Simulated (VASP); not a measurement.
# LiYHg (P4/mmm) in VASP: relaxation of cell and atoms with LDA

Aim: the relaxation of cell and atoms of LiYHg with LDA.

All numbers are computed with VASP 6.6.1; they aren't measurements. Logs are shortened: lines on timing, memory, paths and dates and some standing lists are left out, and cuts for length are marked.

## (1) Starting point

Symmetry: P4/mmm, No. 123, tetragonal system. Conventional cell: a = 4.218 Å, b = 4.218 Å, c = 5.251 Å, α = 90.00°, β = 90.00°, γ = 90.00°. Li (site symmetry 4/mmm) has 2 Hg at 2.63 Å as nearest neighbours. Y (site symmetry 4/mmm) has 4 Hg at 2.98 Å as nearest neighbours. Hg (site symmetry 4/mmm) has 2 Li at 2.63 Å and 4 Y at 2.98 Å as nearest neighbours.

The cell was built by a generator and needn't be a form met in nature.

## (2) Relaxation of cell and atoms, LDA

INCAR

```
PREC = Accurate ; ENCUT = 600
EDIFF = 1E-7 ; ISMEAR = -1
SIGMA = 0.05 ; LREAL = False
LASPH = True ; NELM = 60
ALGO = Normal ; ISIF = 3
LWAVE = False ; LCHARG = False
GGA = CA ; IBRION = 2
NSW = 60 ; EDIFFG = -0.02
PSTRESS = 0
```

KPOINTS

```
Automatic mesh
0
Gamma
  6 6 5
```

POSCAR

```
LiYHg
1.0
    4.2179400000      0.0000000000      0.0000000000
    0.0000000000      4.2179400000      0.0000000000
    0.0000000000      0.0000000000      5.2510900000
Li Y Hg
1 1 1
Direct
    0.5000000000      0.5000000000      0.5000000000
    0.0000000000      0.0000000000      0.0000000000
    0.5000000000      0.5000000000      0.0000000000
```

Potentials or basis: VASP PAW LDA potentials, release 64 (Li_sv, Y_sv, Hg).

On the command line:

```console
$ cat potpaw_LDA.64/Li_sv/POTCAR potpaw_LDA.64/Y_sv/POTCAR potpaw_LDA.64/Hg/POTCAR > POTCAR
$ mpirun -np 1 vasp_std > vasp.out
```

OUTCAR:

```text
PREC = Accurate
   ENCUT = 600
   EDIFF = 1E-7
   ISMEAR = -1
   LREAL = False
   LASPH = True
   NELM = 60
   ISIF = 3
   GGA = CA
   IBRION = 2
   NSW = 60
   EDIFFG = -0.02
   PSTRESS = 0

 ion  position               nearest neighbor table
   1  0.500  0.500  0.500-   3 2.63   3 2.63
   2  0.000  0.000  0.000-   3 2.98   3 2.98   3 2.98   3 2.98
   3  0.500  0.500  0.000-   1 2.63   1 2.63   2 2.98   2 2.98   2 2.98   2 2.98

  LATTYP: Found a simple tetragonal cell.
 ALAT       =     4.2179400000
 C/A-ratio  =     1.2449418436

  Lattice vectors:

 A1 = (   4.2179400000,   0.0000000000,   0.0000000000)
 A2 = (   0.0000000000,   4.2179400000,   0.0000000000)
 A3 = (   0.0000000000,   0.0000000000,   5.2510900000)

Analysis of symmetry for initial positions (statically):
=====================================================================
 Subroutine PRICEL returns:
 Original cell was already a primitive cell.

 Routine SETGRP: Setting up the symmetry group for a
 simple tetragonal supercell.

 Subroutine GETGRP returns: Found 16 space group operations
 (whereof 16 operations were pure point group operations)
 out of a pool of 16 trial point group operations.

The static configuration has the point symmetry D_4h.

Analysis of symmetry for dynamics (positions and initial velocities):
=====================================================================
 Subroutine PRICEL returns:
 Original cell was already a primitive cell.

 Routine SETGRP: Setting up the symmetry group for a
 simple tetragonal supercell.

 Subroutine GETGRP returns: Found 16 space group operations
 (whereof 16 operations were pure point group operations)
 out of a pool of 16 trial point group operations.

The dynamic configuration has the point symmetry D_4h.

 Subroutine INISYM returns: Found 16 space group operations
 (whereof 16 operations are pure point group operations),
 and found     1 'primitive' translations

----------------------------------------------------------------------------------------

                                     Primitive cell

  volume of cell :      93.4222

  direct lattice vectors                    reciprocal lattice vectors
     4.217940000  0.000000000  0.000000000     0.237082557  0.000000000  0.000000000
     0.000000000  4.217940000  0.000000000     0.000000000  0.237082557  0.000000000
     0.000000000  0.000000000  5.251090000     0.000000000  0.000000000  0.190436652

  length of vectors
     4.217940000  4.217940000  5.251090000     0.237082557  0.237082557  0.190436652

  position of ions in fractional coordinates (direct lattice)
     0.500000000  0.500000000  0.500000000
     0.000000000  0.000000000  0.000000000
     0.500000000  0.500000000  0.000000000

  ion indices of the primitive-cell ions
   primitive index   ion index
                 1           1
                 2           2
                 3           3

----------------------------------------------------------------------------------------

 KPOINTS: Automatic mesh

Automatic generation of k-mesh.
 Grid dimensions read from file:
 generate k-points for:    6    6    5

 Generating k-lattice:

  Cartesian coordinates                     Fractional coordinates (reciprocal lattice)
     0.039513759  0.000000000  0.000000000     0.166666667  0.000000000  0.000000000
     0.000000000  0.039513759  0.000000000     0.000000000  0.166666667  0.000000000
     0.000000000  0.000000000  0.038087330     0.000000000  0.000000000  0.200000000

  Length of vectors
     0.039513759  0.039513759  0.038087330

  Shift w.r.t. Gamma in fractional coordinates (k-lattice)
     0.000000000  0.000000000  0.000000000

 Subroutine IBZKPT returns following result:
 ===========================================

 Found     30 irreducible k-points:

 Following reciprocal coordinates:
            Coordinates               Weight
  0.000000  0.000000  0.000000      1.000000
  0.166667  0.000000  0.000000      4.000000
  0.333333  0.000000  0.000000      4.000000
  0.500000  0.000000  0.000000      2.000000
  0.166667  0.166667  0.000000      4.000000
  0.333333  0.166667  0.000000      8.000000
[... 16 lines left out ...]
  0.333333  0.000000  0.400000      8.000000
  0.500000  0.000000  0.400000      4.000000
 [... further k-points ...]
   k-points           NKPTS =     30   k-points in BZ     NKDIM =     30   number of bands    NBANDS=     17
   number of dos      NEDOS =    301   number of ions     NIONS =      3
   total plane-waves  NPLWV =  54432
   dimension x,y,z NGX =    36 NGY =   36 NGZ =   42
   dimension x,y,z NGXF=    72 NGYF=   72 NGZF=   84
   ions per type =               1   1   1
   NGX,Y,Z   is equivalent  to a cutoff of  14.19, 14.19, 13.30 a.u.
   NGXF,Y,Z  is equivalent  to a cutoff of  28.38, 28.38, 26.59 a.u.
 SYSTEM =  unknown system
   PREC   = accura    normal or accurate (medium, high low for compatibility)
   ISTART =      0    job   : 0-new  1-cont  2-samecut
   ICHARG =      2    charge: 1-file 2-atom 10-const
   ISPIN  =      1    spin polarized calculation?
   LNONCOLLINEAR =      F non collinear calculations
   LSORBIT =      F    spin-orbit coupling
   LASPH  =      T    aspherical Exc in radial PAW
   ENCUT  =  600.0 eV  44.10 Ry    6.64 a.u.   8.42  8.42 10.49*2*pi/ulx,y,z
   NELM   =     60;   NELMIN=  2; NELMDL= -5     # of ELM steps
   EDIFF  = 0.1E-06   stopping-criterion for ELM
   LREAL  =      F    real-space projection
   EDIFFG = -.2E-01   stopping-criterion for IOM
   NSW    =     60    number of steps for IOM
   IBRION =      2    ionic relax: 0-MD 1-quasi-New 2-CG
   NFREE  =      1    steps in history (QN), initial steepest desc. (CG)
   ISIF   =      3    stress and relaxation
   ISYM   =      2    0-nonsym 1-usesym 2-fastsym
   POTIM  = 0.5000    time-step for ionic-motion
   TEBEG  =    0.0;   TEEND  =   0.0 temperature during run
   PSTRESS=    0.0 pullay stress
   NELECT =      26.0000    total number of electrons
   NUPDOWN=      -1.0000    fix difference up-down
   EMIN   =  10.00;   EMAX   =-10.00  energy-range for DOS
   EFERMI =   0.00;   METHOD = LEGACY
   ISMEAR =    -1;   SIGMA  =   0.05  broadening in eV -4-tet -1-fermi 0-gaus
   EFERMI_NEDOS =   21; number of points for ismear=-14 and -15
   IALGO  =     38    algorithm
   IMIX   =      4    mixing-type and parameters
     AMIX     =   0.40;   BMIX     =  1.00
     AMIX_MAG =   1.60;   BMIX_MAG =  1.00
  volume/ion in A,a.u.               =      31.14       210.15
  Fermi-wavevector in a.u.,A,eV,Ry     =   1.068848  2.019829 15.543780  1.142436
  Thomas-Fermi vector in A             =   2.204509
   LORBIT       =      0    0 simple, 1 ext, 2 COOP (PROOUT), +10 PAW based schemes
   GGA     = CA    functional components
   LHFCALC =     F    Hartree Fock is set to
   AEXX    =    0.0000 exact exchange contribution
   IVDW    =     0    specifies the selected vdW correction
   LEPSILON=     F    determine dielectric tensor
   LRPA    =     F    only Hartree local field effects (RPA)
 conjugate gradient relaxation of ions
 non-spin polarized calculation
  energy-cutoff  :      600.00
  volume of cell :       93.42
 maximum number of plane-waves:      3147
 NGX is ok and might be reduce to    36
   NGX = 17   NGY = 17   NGZ = 21

--------------------------------------- Ionic step        1  -------------------------------------------

 number of electron      26.0000005 magnetization

 Free energy of the ion-electron system (eV)
  ---------------------------------------------------
  ext. energy  EPLUGINS =         0.00000000
  ---------------------------------------------------
  free energy    TOTEN  =       -10.03100538 eV

  energy without entropy =      -10.00436925  energy(sigma->0) =      -10.01768732

------------------------ aborting loop because EDIFF is reached ----------------------------------------

  FORCE on cell =-STRESS in cart. coord.  units (eV):
  Direction    XX          YY          ZZ          XY          YZ          ZX
  --------------------------------------------------------------------------------------
  -------------------------------------------------------------------------------------
  Total       -2.1073452     -2.1073452     -0.7764189      0.0000000      0.0000000     -0.0000000
  in kB      -36.1406546    -36.1406546    -13.3154676      0.0000000      0.0000000     -0.0000000
  external PRESSURE =     -28.5322590 kB  Pullay stress =       0.0000000 kB
[... 133 lines left out ...]
  energy  without entropy=      -10.0776169995  energy(sigma->0) =      -10.08962431

--------------------------------------- Ionic step        5  -------------------------------------------

 number of electron      26.0000002 magnetization

 Free energy of the ion-electron system (eV)
  ---------------------------------------------------
  ext. energy  EPLUGINS =         0.00000000
  ---------------------------------------------------
  free energy    TOTEN  =       -10.10226590 eV

  energy without entropy =      -10.07843287  energy(sigma->0) =      -10.09034939

 E-fermi :   1.8345     XC(G=0):  -8.7715

 val. band max:        1.8274886582   @ k =   0.5000   0.1667   0.2000
 cond. band min:       1.8446757354   @ k =   0.5000   0.0000   0.4000
 fundamental gap:      0.0171870772
 Fermi energy:         1.8345474638

 k-point     1 :       0.0000    0.0000    0.0000
  band No.  band energies     occupation
      1     -43.6510      2.00000
      2     -41.4458      2.00000
      3     -21.6124      2.00000
      4     -21.4936      2.00000
      5     -21.4936      2.00000
      6      -6.4798      2.00000
[... 9 lines left out ...]
     16       4.2161      0.00000
     17       4.8474      0.00000
[... 443 lines left out ...]
      1     -43.6505      2.00000
      2     -41.4403      2.00000
      3     -21.6133      2.00000
      4     -21.6107      2.00000
      5     -21.5134      2.00000
      6      -6.0810      2.00000
[... 9 lines left out ...]
     16       3.8729      0.00000
     17       4.0356      0.00000

 [... further k-points ...]
[... 5 lines left out ...]
  --------------------------------------------------------------------------------------
  -------------------------------------------------------------------------------------
  Total        0.0074102      0.0074102     -0.0084520      0.0000000      0.0000000      0.0000000
  in kB        0.1376855      0.1376855     -0.1570435      0.0000000      0.0000000      0.0000000
  external PRESSURE =       0.0394425 kB  Pullay stress =       0.0000000 kB
[... 18 lines left out ...]
  FREE ENERGIE OF THE ION-ELECTRON SYSTEM (eV)
  ---------------------------------------------------
  free  energy   TOTEN  =       -10.1022659002 eV

  energy  without entropy=      -10.0784328719  energy(sigma->0) =      -10.09034939

 reached required accuracy - stopping structural energy minimisation
```

Wall time 1.7 min (1 thread of Intel Xeon Platinum 8488C (Sapphire Rapids), shared host); peak memory 0.25 GiB.

What came out:

```
Free energy                            : -10.1023 eV
Relaxed volume                         : 28.74 Å³/atom
Relaxed cell                           : a = 4.099 Å, b = 4.099 Å, c = 5.132 Å, α = 90.00°, β = 90.00°, γ = 90.00°
Space group after relaxing (to 0.05 Å) : P4/mmm (No. 123)
Energy gained by relaxing              : 23.8 meV/atom
Ionic steps                            : 5
Pressure after relaxing                : 0.0 GPa
Band gap on the k mesh                 : none (metal or under the smearing width)
```

The path:
| step | energy change (eV) | largest force (eV/Å) | pressure (GPa) | volume (Å³) |
| --- | --- | --- | --- | --- |
| 1 | 0.0000 | 0.0000 | -2.85 | 93.42 |
| 2 | -0.0668 | 0.0000 | 0.39 | 86.11 |
| 3 | -0.0688 | 0.0000 | -0.14 | 87.09 |
| 4 | -0.0706 | 0.0000 | -0.07 | 86.65 |
| 5 | -0.0713 | 0.0000 | 0.00 | 86.23 |

Final structure:
```
Li Y Hg
1.0
     4.09916    0.00000    0.00000
     0.00000    4.09916    0.00000
     0.00000    0.00000    5.13167
Li Y Hg
1 1 1
Direct
  0.50000 0.50000 0.50000
  0.00000 0.00000 0.00000
  0.50000 0.50000 0.00000
```

Caveat: the cutoff is under 1.25 times the usual one of these potentials, so pressure, stress and relaxed cells hold a basis-set (Pulay) error. Spin-orbit coupling is left out, which matters for the levels of Hg.
